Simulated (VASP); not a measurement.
**RPA total energies of BP**

How do semilocal functionals compare with the RPA for BP, and at what cost? The scan starts from a database cell scaled to its smallest volume. The cell is of the zinc-blende type. The start is a cell from a database of measured crystal structures.

Calculated with VASP 6.6.1; RPA correlation on PBE orbitals; plane waves and PAW (P_GW, B_GW), in the first sound run; inputs show where later runs differ.

### 1. The structure

The structure is cubic, space group F-43m (No. 216). The conventional cell has a = 4.445 Å, b = 4.445 Å, c = 4.445 Å, α = 90.00°, β = 90.00°, γ = 90.00°. P has 4 B at 1.92 Å nearest. Nearest to B lie 4 P at 1.92 Å. Farther neighbours, and contacts between anions beyond the nearest, are not listed.

### 2. Orbitals, volume ratio 0.94

RPA gives no stress here, so the energy is scanned over volumes, at one cutoff and mesh. Volumes are given as ratios to a reference cell, and this first cell is that cell scaled to 0.94. Each point starts from PBE orbitals, tightly converged.

Input file INCAR:

```
SYSTEM = BP
PREC = Accurate
ENCUT = 440
EDIFF = 1E-08
NELM = 100
ISMEAR = 0
SIGMA = 0.05
LREAL = .FALSE.
ALGO = Normal
GGA = PE
NBANDS = 10
LORBIT = 11
LWAVE = .TRUE.
LCHARG = .FALSE.
KPAR = 8
```

Input file POSCAR:

```
BP
1.0
    0.0000000000      2.2226808807      2.2226808807
    2.2226808807      0.0000000000      2.2226808807
    2.2226808807      2.2226808807      0.0000000000
P B
1 1
Direct
    0.7500000000      0.7500000000      0.7500000000
    0.0000000000      0.0000000000      0.0000000000
```

Input file KPOINTS:

```
Automatic mesh
0
Gamma
6 6 6
0 0 0
```

Potentials, in the order of the species: P_GW and B_GW (PBE family, release 64).

On the command line:

```bash
mpirun -np 8 vasp_std
```

The program printed:

```text
[banner, memory and clock lines left out]
running    8 mpi-ranks, on    1 nodes
 distrk:  each k-point on    1 cores,    8 groups
 distr:  one band on    1 cores,    1 groups

 POSCAR found type information on POSCAR P B
 POSCAR found :  2 types and       2 ions
|                                                                             |
|           W    W    AA    RRRRR   N    N  II  N    N   GGGG   !!!           |
|           W    W   A  A   R    R  NN   N  II  NN   N  G    G  !!!           |
|           W    W  A    A  R    R  N N  N  II  N N  N  G       !!!           |
|           W WW W  AAAAAA  RRRRR   N  N N  II  N  N N  G  GGG   !            |
|           WW  WW  A    A  R   R   N   NN  II  N   NN  G    G                |
|           W    W  A    A  R    R  N    N  II  N    N   GGGG   !!!           |
|                                                                             |
|     For optimal performance we recommend to set                             |
|       NCORE = 2 up to number-of-cores-per-socket                            |
|     NCORE specifies how many cores store one orbital (NPAR=cpu/NCORE).      |
|     This setting can greatly improve the performance of VASP for DFT.       |
|     The default, NCORE=1 might be grossly inefficient on modern             |
|     multi-core architectures or massively parallel machines. Do your        |
|     Unfortunately you need to use the default for GW and RPA                |
|     calculations (for HF NCORE is supported but not extensively tested      |
|     yet).                                                                   |
|                                                                             |

 LDA part: xc-table for (Slater+PW92), standard interpolation
 POSCAR, INCAR and KPOINTS ok, starting setup
 FFT: planning ... GRIDC
 FFT: planning ... GRID_SOFT
 FFT: planning ... GRID
 WAVECAR not read
 entering main loop
       N       E                     dE             d eps       ncg     rms          rms(c)
DAV:   1     0.155257E+02    0.15526E+02   -0.40640E+03   320   0.731E+02
DAV:   2    -0.128371E+02   -0.28363E+02   -0.26464E+02   548   0.161E+02
DAV:   3    -0.137130E+02   -0.87592E+00   -0.87323E+00   406   0.241E+01
DAV:   4    -0.137236E+02   -0.10627E-01   -0.10624E-01   492   0.292E+00
DAV:   5    -0.137237E+02   -0.70647E-04   -0.70623E-04   412   0.225E-01    0.485E+00
DAV:   6    -0.129617E+02    0.76204E+00   -0.17687E+00   492   0.843E+00    0.218E+00
DAV:   7    -0.128500E+02    0.11168E+00   -0.28436E-01   514   0.328E+00    0.792E-01
DAV:   8    -0.128395E+02    0.10455E-01   -0.32929E-02   410   0.114E+00    0.946E-02
DAV:   9    -0.128399E+02   -0.33086E-03   -0.75710E-04   406   0.247E-01    0.519E-02
DAV:  10    -0.128400E+02   -0.17126E-03   -0.25052E-04   380   0.119E-01    0.122E-02
DAV:  11    -0.128400E+02    0.19449E-06   -0.19335E-05   482   0.315E-02    0.421E-03
DAV:  12    -0.128400E+02   -0.79251E-06   -0.16721E-06   420   0.115E-02    0.860E-04
DAV:  13    -0.128400E+02    0.46748E-07   -0.64477E-08   460   0.195E-03    0.254E-04
DAV:  14    -0.128400E+02   -0.18355E-09   -0.40013E-09   276   0.508E-04
   1 F= -.12840041E+02 E0= -.12840041E+02  d E =-.107099E-19
 writing wavefunctions
```

It took 1.4 s on 8 MPI ranks of Intel Xeon 6975P-C (Granite Rapids), shared host; peak memory 1 GiB; 6.3 s of CPU time.

Lines that name or quote the potential files are left out of all logs, and their timing lines are given in words.

From OUTCAR (step 2):

```text
ion  position               nearest neighbor table
   1  0.750  0.750  0.750-   2 1.92   2 1.92   2 1.92   2 1.92
   2  0.000  0.000  0.000-   1 1.92   1 1.92   1 1.92   1 1.92

  LATTYP: Found a face centered cubic cell.
 ALAT       =     4.4453617614

 Subroutine GETGRP returns: Found 24 space group operations
 (whereof 24 operations were pure point group operations)

The static configuration has the point symmetry T_d .

 Found     16 irreducible k-points:

   k-points           NKPTS =     16   k-points in BZ     NKDIM =     16   number of bands    NBANDS=     10

   dimension x,y,z NGX =    24 NGY =   24 NGZ =   24
   dimension x,y,z NGXF=    48 NGYF=   48 NGZF=   48

   ENCUT  =  440.0 eV  32.34 Ry    5.69 a.u.   5.38  5.38  5.38*2*pi/ulx,y,z

   NELECT =       8.0000    total number of electrons

 k-points in reciprocal lattice and weights: Automatic mesh
   0.00000000  0.00000000  0.00000000       0.005
   0.16666667  0.00000000  0.00000000       0.037
   0.33333333  0.00000000  0.00000000       0.037
   0.50000000  0.00000000  0.00000000       0.019
   0.16666667  0.16666667  0.00000000       0.028
   0.33333333  0.16666667  0.00000000       0.111
   0.50000000  0.16666667  0.00000000       0.111
  -0.33333333  0.16666667  0.00000000       0.111
  -0.16666667  0.16666667  0.00000000       0.056
[...]
-0.33333333  0.33333333  0.16666667       0.111
  -0.33333333  0.50000000  0.16666667       0.056

 average (electrostatic) potential at core
       1 -72.0185       2 -24.2434

 E-fermi :   8.1752

 k-point     1 :       0.0000    0.0000    0.0000
  band No.  band energies     occupation
      1      -8.1592      2.00000
      2       7.8664      2.00000
      3       7.8664      2.00000
      4       7.8664      2.00000
      5      11.3684      0.00000
      6      11.3684      0.00000
      7      11.3684      0.00000
      8      16.2040      0.00000
      9      19.9536      0.00000
    ...

 k-point     2 :       0.1667    0.0000    0.0000
  band No.  band energies     occupation
      1      -7.6353      2.00000
      2       4.9255      2.00000
      3       7.1691      2.00000
      4       7.1691      2.00000
      5      12.1167      0.00000
      6      12.3129      0.00000
      7      12.3129      0.00000
      8      17.3095      0.00000
      9      18.8506      0.00000
    ...

 k-point     3 :       0.3333    0.0000    0.0000
  band No.  band energies     occupation
      1      -6.1343      2.00000
      2       0.8499      2.00000
      3       6.3350      2.00000
      4       6.3350      2.00000
      5      12.1048      0.00000
      6      12.8099      0.00000
      7      12.8099      0.00000
      8      18.3310      0.00000
      9      19.9073      0.00000
    ...

  Total        1.7602294      1.7602294      1.7602294      0.0000000      0.0000000      0.0000000
  in kB      128.4158168    128.4158168    128.4158168      0.0000000      0.0000000      0.0000000
  external PRESSURE =     128.4158168 kB  Pullay stress =       0.0000000 kB

  energy-cutoff  :      440.00
  volume of cell :       21.96
      direct lattice vectors                 reciprocal lattice vectors
     0.000000000  2.222680881  2.222680881    -0.224953570  0.224953570  0.224953570
     2.222680881  0.000000000  2.222680881     0.224953570 -0.224953570  0.224953570
     2.222680881  2.222680881  0.000000000     0.224953570  0.224953570 -0.224953570

 POSITION                                       TOTAL-FORCE (eV/Angst)
 -----------------------------------------------------------------------------------
      3.33402      3.33402      3.33402         0.000000      0.000000      0.000000
      0.00000      0.00000      0.00000        -0.000000     -0.000000     -0.000000
 -----------------------------------------------------------------------------------
    total drift:                               -0.000000     -0.000000     -0.000000

  FREE ENERGIE OF THE ION-ELECTRON SYSTEM (eV)
  ---------------------------------------------------
  free  energy   TOTEN  =       -12.8400410939 eV

  energy  without entropy=      -12.8400410939  energy(sigma->0) =      -12.84004109

 total charge
# of ion       s       p       d       tot
------------------------------------------
    1        1.085   1.821   0.166   3.072
    2        0.648   1.272   0.000   1.920
--------------------------------------------------
tot          1.733   3.093   0.166   4.992

[... 3 further parts left out ...]
```

The gap is read on the k-mesh alone, so it is an upper bound where the band edges lie off the mesh.

A gap read on the k-mesh alone can miss the band edges.

This step gave:

* free energy (TOTEN): -12.84 eV
* Fermi energy: 8.175 eV
* pressure: 12.84 GPa
* gap on the k-mesh: 1.207 eV
* least direct gap on the k-mesh: 3.502 eV

### 3. Exact exchange, volume ratio 0.94

This step: Hartree-Fock energy on PBE orbitals; plane waves and PAW (P_GW, B_GW) (VASP 6.6.1).

The Hartree-Fock energy is evaluated once on these orbitals (ALGO = Eigenval, NELM = 1), without letting them relax. It uses the mesh of the correlation step, since the long-wavelength errors of the two partly cancel, and the total energy is their sum.

Input file INCAR:

```
SYSTEM = BP
PREC = Accurate
ENCUT = 440
ISMEAR = 0
SIGMA = 0.05
LREAL = .FALSE.
GGA = PE
NBANDS = 10
ALGO = Eigenval
NELM = 1
LHFCALC = .TRUE.
AEXX = 1
ALDAC = 0
AGGAC = 0
PRECFOCK = Normal
LWAVE = .FALSE.
LCHARG = .FALSE.
```

POSCAR is that of step 2.

KPOINTS is that of step 2.

The run starts from files that an earlier step left in the folder.

On the command line:

```bash
mpirun -np 8 vasp_std
```

The program printed:

```text
[banner, memory and clock lines left out]
running    8 mpi-ranks, on    1 nodes
 distrk:  each k-point on    8 cores,    1 groups
 distr:  one band on    1 cores,    8 groups

 POSCAR found type information on POSCAR P B
 POSCAR found :  2 types and       2 ions
 [... a notice as in an earlier step ...]

 LDA part: xc-table for (Slater+PW92), standard interpolation
|                                                                             |
|           W    W    AA    RRRRR   N    N  II  N    N   GGGG   !!!           |
|           W    W   A  A   R    R  NN   N  II  NN   N  G    G  !!!           |
|           W    W  A    A  R    R  N N  N  II  N N  N  G       !!!           |
|           W WW W  AAAAAA  RRRRR   N  N N  II  N  N N  G  GGG   !            |
|           WW  WW  A    A  R   R   N   NN  II  N   NN  G    G                |
|           W    W  A    A  R    R  N    N  II  N    N   GGGG   !!!           |
|                                                                             |
|     The number of bands has been changed from the values supplied in        |
|     The orbitals not found in the WAVECAR file will be initialized with     |
|     random numbers, which is usually adequate. For correlated               |
|     calculations, however, you should redo the groundstate calculation.     |
|     I found NBANDS = 10. Now, NBANDS = 16.                                  |
|                                                                             |

 found WAVECAR, reading the header
  number of bands has changed, file:    10 present:    16
  trying to continue reading WAVECAR, but it might fail
 POSCAR, INCAR and KPOINTS ok, starting setup
 FFT: planning ... GRIDC
 FFT: planning ... GRID_SOFT
 FFT: planning ... GRID
 reading WAVECAR
 random initialization beyond band           10
 the WAVECAR file was read successfully
 initial charge from wavefunction
 entering main loop
       N       E                     dE             d eps       ncg     rms          rms(c)
EIG:   1    -0.208326E+02   -0.20833E+02    0.00000E+00     0   0.000E+00
   1 F= -.20832606E+02 E0= -.20832606E+02  d E =-.252338E-31
```

It took 10 s on 8 MPI ranks; peak memory 0.86 GiB; 75 s of CPU time.

Parts of OUTCAR (step 3):

```text
The static configuration has the point symmetry T_d .

 Found     16 irreducible k-points:

   k-points           NKPTS =     16   k-points in BZ     NKDIM =    216   number of bands    NBANDS=     16

   NELECT =       8.0000    total number of electrons

  exchange ACFDT corr.  =         0.00000000  see jH, gK, PRB 81, 115126

 E-fermi :   8.2692

 k-point     1 :       0.0000    0.0000    0.0000
  band No.  band energies     occupation
      1     -16.7373      2.00000
      2       6.2190      2.00000
      3       6.2190      2.00000
      4       6.2190      2.00000
      5      16.3426      0.00000
      6      16.3426      0.00000
      7      16.3426      0.00000
      8      22.9710      0.00000
      9      26.5311      0.00000
    ...

 k-point     2 :       0.1667    0.0000    0.0000
  band No.  band energies     occupation
      1     -16.0153      2.00000
      2       2.1374      2.00000
      3       5.3044      2.00000
      4       5.3044      2.00000
      5      17.2772      0.00000
      6      17.6201      0.00000
      7      17.6201      0.00000
      8      24.3347      0.00000
      9      25.3866      0.00000
    ...

  FREE ENERGIE OF THE ION-ELECTRON SYSTEM (eV)
  ---------------------------------------------------
  free  energy   TOTEN  =       -20.8326055590 eV

  energy  without entropy=      -20.8326055590  energy(sigma->0) =      -20.83260556

[... 8 parts as in an earlier step ...]

[... 5 further parts left out ...]
```

Numbers from this step:

* free energy (TOTEN): -20.83 eV

The Hartree-Fock energy on these orbitals is -10.4163 eV an atom.

### 4. Empty bands, volume ratio 0.94

This step: PBE; plane waves and PAW (P_GW, B_GW) (VASP 6.6.1).

The next step needs empty bands that the ground-state run didn't converge, so the Hamiltonian is diagonalised in full, in a single step. LOPTICS writes the k-derivatives of the orbitals (WAVEDER), which give the long-wavelength limit of the screening.

Input file INCAR:

```
SYSTEM = BP
PREC = Accurate
ENCUT = 440
ISMEAR = 0
SIGMA = 0.05
LREAL = .FALSE.
GGA = PE
NBANDS = 464
ALGO = Exact
NELM = 1
LWAVE = .TRUE.
LCHARG = .FALSE.
LOPTICS = .TRUE.
NEDOS = 1000
CSHIFT = 0.1
```

POSCAR is that of step 3.

KPOINTS is that of step 3.

On the command line:

```bash
mpirun -np 8 vasp_std
```

The program printed:

```text
[banner, memory and clock lines left out]
running    8 mpi-ranks, on    1 nodes
 distrk:  each k-point on    8 cores,    1 groups
 distr:  one band on    1 cores,    8 groups

 POSCAR found type information on POSCAR P B
 POSCAR found :  2 types and       2 ions
 [... a notice as in an earlier step ...]

 LDA part: xc-table for (Slater+PW92), standard interpolation
 found WAVECAR, reading the header
  number of bands has changed, file:    10 present:   464
  trying to continue reading WAVECAR, but it might fail
 POSCAR, INCAR and KPOINTS ok, starting setup
 FFT: planning ... GRIDC
 FFT: planning ... GRID_SOFT
 FFT: planning ... GRID
 reading WAVECAR
 random initialization beyond band           10
 the WAVECAR file was read successfully
 initial charge from wavefunction
 entering main loop
       N       E                     dE             d eps       ncg     rms          rms(c)
DIA:   1    -0.128400E+02   -0.12840E+02    0.00000E+00     0   0.000E+00
   1 F= -.12840041E+02 E0= -.12840041E+02  d E =-.165824E-33
 writing wavefunctions
 optical routines
 imaginary and real dielectric function
 recalculating local potential from charge density
 direction            1
 direction            2
 direction            3
```

Elapsed: 2.2 s, on 8 MPI ranks; peak memory 0.95 GiB.

Parts of OUTCAR (step 4):

```text
The static configuration has the point symmetry T_d .

 Found     16 irreducible k-points:

   k-points           NKPTS =     16   k-points in BZ     NKDIM =     16   number of bands    NBANDS=    464

   NELECT =       8.0000    total number of electrons

 E-fermi :   8.2846

 k-point     1 :       0.0000    0.0000    0.0000
  band No.  band energies     occupation
      1      -8.1592      2.00000
      2       7.8664      2.00000
      3       7.8664      2.00000
      4       7.8664      2.00000
      5      11.3684      0.00000
      6      11.3684      0.00000
      7      11.3684      0.00000
      8      16.2040      0.00000
      9      19.8263      0.00000
    ...

 k-point     6 :       0.3333    0.1667    0.0000
  band No.  band energies     occupation
      1      -6.2729      2.00000
      2       2.3646      2.00000
      3       5.1971      2.00000
      4       5.2572      2.00000
      5      10.8346      0.00000
      6      14.1975      0.00000
      7      14.8171      0.00000
      8      15.0450      0.00000
      9      21.0008      0.00000
    ...

  Total        1.7603282      1.7603282      1.7603282     -0.0000000     -0.0000000      0.0000000
  in kB      128.4230218    128.4230218    128.4230218     -0.0000000     -0.0000000      0.0000000
  external PRESSURE =     128.4230218 kB  Pullay stress =       0.0000000 kB

  FREE ENERGIE OF THE ION-ELECTRON SYSTEM (eV)
  ---------------------------------------------------
  free  energy   TOTEN  =       -12.8400410862 eV

  energy  without entropy=      -12.8400410862  energy(sigma->0) =      -12.84004109

 plasma frequency squared (from intraband transitions) (eV^2)
  --------------------------------------------------------------------------------------
       0.000       0.000      -0.000
      -0.000       0.000       0.000
      -0.000       0.000       0.000

[... 12 parts as in an earlier step ...]

[... 1 further part left out ...]
```

WAVECAR now holds 464 bands for 8 electrons.

(Part 1 of 6 ends here.)

[Long decimals in the printed logs are rounded to 6 places.]

[Lines on the potential files, build, host, timing and source positions are cut from VASP's logs without a mark.]

[Logs are printed without paths, hosts, clocks, repeated set-up lines and the standing remarks that a program may print on its own settings, such as how far it seeks lower states.]

[Hosts, paths, dates, database ids (printed as entryN), source tags and the programs' standing remarks are cut or masked in the printed files.]

[Measured values are set beside computed ones only where the two were judged alike; some that the calculation misses by far are left out.]

[Pressures printed for these runs are not shown converged in the cutoff: they can be off by several GPa and have the wrong sign.]
